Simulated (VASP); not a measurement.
ScInTeSe:

```xyz
16
Lattice="7.9000 0.0000 0.0000 0.0000 7.9000 0.0000 0.0000 0.0000 6.6000" Properties=species:S:1:pos:R:3 pbc="T T T"
Sc    3.9500    0.0000    4.9500
Sc    3.9500    0.0000    1.6500
Sc    0.0000    3.9500    4.9500
Sc    0.0000    3.9500    1.6500
In    0.0000    0.0000    4.9500
In    0.0000    0.0000    1.6500
In    3.9500    3.9500    1.6500
In    3.9500    3.9500    4.9500
Te    5.4510    6.3990    0.0000
Te    2.4490    1.5010    0.0000
Te    1.5010    5.4510    0.0000
Te    6.3990    2.4490    0.0000
Se    5.2930    1.3430    3.3000
Se    2.6070    6.5570    3.3000
Se    6.5570    5.2930    3.3000
Se    1.3430    2.6070    3.3000
```

The cell was built by a generator and needn't be a form met in nature.

- Program: VASP 6.6.1
- Task: relaxation of cell and atoms
- Functional: PBE
- Potentials or basis: VASP PAW PBE potentials, release 64 (Sc_sv, In_d, Te, Se)
- Cutoff: 520 eV
- k mesh: 2 × 2 × 2
- Occupations: gaussian, width 0.15 eV
- Spin: no spin polarisation

At the start: pressure 8.8 GPa; volume 25.74 Å³/atom.

Q: How do energy, volume and symmetry change on relaxing?

A: Over 12 steps the energy falls by 127.4 meV/atom and the volume is 31.20 Å³/atom (+21.2 %); space group P4/mbm (No. 127, to 0.05 Å).

Step by step:
```tsv
step	energy change (eV)	largest force (eV/Å)	pressure (GPa)	volume (Å³)
1	0.0000	1.2080	8.77	411.91
2	-1.4563	1.1465	-2.24	501.72
3	-1.6971	0.7568	-0.02	473.68
4	-1.6964	0.7372	0.21	472.39
5	-1.8393	0.5056	0.23	476.64
6	-1.9366	0.4996	0.48	484.65
7	-2.0094	0.2298	-0.20	496.03
8	-2.0152	0.1928	-0.19	498.56
9	-2.0152	0.1297	-0.45	503.64
10	-2.0169	0.1356	-0.33	501.05
11	-2.0384	0.0804	0.22	499.10
12	-2.0383	0.0511	0.16	499.23
```

Final structure:
```xyz
16
Lattice="8.3621 0.0000 0.0000 0.0000 8.3621 0.0000 0.0000 0.0000 7.1395" Properties=species:S:1:pos:R:3 pbc="T T T"
Sc    4.1811    0.0000    5.3170
Sc    4.1811    0.0000    1.8225
Sc    0.0000    4.1811    5.3170
Sc    0.0000    4.1811    1.8225
In    0.0000    0.0000    5.2636
In    0.0000    0.0000    1.8759
In    4.1811    4.1811    1.8759
In    4.1811    4.1811    5.2636
Te    5.7238    6.8194    0.0000
Te    2.6383    1.5428    0.0000
Te    1.5428    5.7238    0.0000
Te    6.8194    2.6383    0.0000
Se    5.5166    1.3355    3.5697
Se    2.8455    7.0266    3.5697
Se    7.0266    5.5166    3.5697
Se    1.3355    2.8455    3.5697
```

Caveat: the k mesh is coarse (spacing up to 0.48 Å⁻¹), so the values aren't converged; the volume moved by over 15 % at a fixed basis, so the end points are rough.
